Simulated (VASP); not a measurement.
The system is CdAg.

```
CELL_PARAMETERS angstrom
3.38791 0.00000 0.00000
0.00000 3.38791 0.00000
0.00000 0.00000 3.38791
ATOMIC_POSITIONS crystal
Cd 0.50000 0.50000 0.50000
Ag 0.00000 0.00000 0.00000
```

* Program: VASP 6.6.1
* Task: relaxation of cell and atoms
* Functional: LDA
* Potentials or basis: VASP PAW LDA potentials, release 64 (Cd, Ag)
* Cutoff: 600 eV
* k mesh: 12 × 12 × 12
* Occupations: gaussian, width 0.1 eV
* Spin: no spin polarisation

At the start: pressure -8.7 GPa; volume 19.44 Å³/atom.

Task: Where does the relaxation end?

Result: Over 3 steps the energy falls by 59.0 meV/atom and the volume is 17.52 Å³/atom (-9.9 %); space group Pm-3m (No. 221, to 0.05 Å).

Step by step:
| step | energy change (eV) | largest force (eV/Å) | pressure (GPa) | volume (Å³) |
| --- | --- | --- | --- | --- |
| 1 | 0.0000 | 0.0000 | -8.71 | 38.89 |
| 2 | -0.0821 | 0.0000 | 6.78 | 33.23 |
| 3 | -0.1180 | 0.0000 | -0.03 | 35.04 |

Final structure:
```cif
data_structure
_symmetry_space_group_name_H-M 'P 1'
_symmetry_Int_Tables_number 1
_cell_length_a 3.2722
_cell_length_b 3.2722
_cell_length_c 3.2722
_cell_angle_alpha 90.000
_cell_angle_beta 90.000
_cell_angle_gamma 90.000
_cell_volume 35.04
loop_
_atom_site_label
_atom_site_type_symbol
_atom_site_fract_x
_atom_site_fract_y
_atom_site_fract_z
_atom_site_occupancy
Cd1 Cd 0.50000 0.50000 0.50000 1
Ag1 Ag 0.00000 0.00000 0.00000 1
```
